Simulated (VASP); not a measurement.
OSZICAR of a VASP run on Eu (bcc):

OSZICAR:
```
       N       E                     dE             d eps       ncg     rms          rms(c)
DAV:   1    -0.186469348366E+02   -0.18647E+02   -0.34531E+03   784   0.697E+02
DAV:   2    -0.273947351702E+02   -0.87478E+01   -0.85552E+01  1120   0.946E+01
DAV:   3    -0.276058839927E+02   -0.21115E+00   -0.19088E+00  1008   0.956E+00
DAV:   4    -0.276098792994E+02   -0.39953E-02   -0.40003E-02  1200   0.148E+00
DAV:   5    -0.276098854119E+02   -0.61126E-05   -0.61124E-05  1072   0.700E-02    0.820E+00
DAV:   6    -0.270205684134E+02    0.58932E+00   -0.36548E-01  1000   0.647E+00    0.440E+00
DAV:   7    -0.271965927981E+02   -0.17602E+00   -0.10673E-01  1120   0.355E+00    0.678E-01
DAV:   8    -0.270658979514E+02    0.13069E+00   -0.61708E-02  1120   0.281E+00    0.780E-02
DAV:   9    -0.271749460527E+02   -0.10905E+00   -0.25572E-02   752   0.157E+00    0.986E-02
DAV:  10    -0.271753807261E+02   -0.43467E-03   -0.39579E-04  1352   0.210E-01    0.999E-02
DAV:  11    -0.271682545221E+02    0.71262E-02   -0.13769E-04   904   0.124E-01    0.984E-02
DAV:  12    -0.271691789488E+02   -0.92443E-03   -0.32907E-04   792   0.187E-01    0.109E-01
DAV:  13    -0.271468451999E+02    0.22334E-01   -0.53820E-03   752   0.650E-01    0.796E-02
DAV:  14    -0.271470510057E+02   -0.20581E-03   -0.13017E-04  1280   0.108E-01    0.795E-02
DAV:  15    -0.271464287060E+02    0.62230E-03   -0.19517E-04   752   0.131E-01    0.883E-02
DAV:  16    -0.271463843337E+02    0.44372E-04   -0.28278E-05  1384   0.534E-02    0.818E-02
DAV:  17    -0.271463418988E+02    0.42435E-04   -0.13811E-05   952   0.427E-02    0.682E-02
DAV:  18    -0.271463370861E+02    0.48127E-05   -0.10106E-05  1256   0.331E-02    0.519E-02
DAV:  19    -0.271463274961E+02    0.95900E-05   -0.30600E-06   752   0.195E-02    0.465E-02
DAV:  20    -0.271463211502E+02    0.63459E-05   -0.31367E-05  1256   0.474E-02    0.197E-02
DAV:  21    -0.271463197747E+02    0.13755E-05   -0.56270E-06  1184   0.208E-02    0.100E-02
DAV:  22    -0.271463215863E+02   -0.18116E-05   -0.16938E-06  1288   0.112E-02    0.256E-03
DAV:  23    -0.271463221691E+02   -0.58284E-06   -0.29783E-07  1088   0.527E-03    0.105E-03
DAV:  24    -0.271463222585E+02   -0.89433E-07   -0.28586E-08   912   0.169E-03    0.178E-04
DAV:  25    -0.271463223518E+02   -0.93256E-07   -0.12728E-08   808   0.115E-03    0.184E-04
DAV:  26    -0.271463223476E+02    0.41827E-08   -0.27535E-09   456   0.562E-04
   1 F= -.27146322E+02 E0= -.27146179E+02  d E =-.271463E+02
```

Question: Which electronic solver shows in the log?

Answer: It is blocked Davidson (ALGO = Normal, or the opening steps of other solvers). The INCAR had ALGO = Normal.

Question: Can the final energy be trusted as converged?

Answer: The run converged. It stopped with EDIFF = 1E-8, NELM = 100, NSW = 30 and EDIFFG = -0.001 after 1 ionic step (r2SCAN meta-GGA, plane waves, VASP's PBE PAW potentials (set 64)). The 4f electrons are frozen in the core of the lanthanide potential, so 4f levels, which can set the real gap, and their magnetism are missing.

The compound is Eu in the bcc structure. It was relaxed first, which changed the volume by -8 %. The start is the result of an earlier pass.
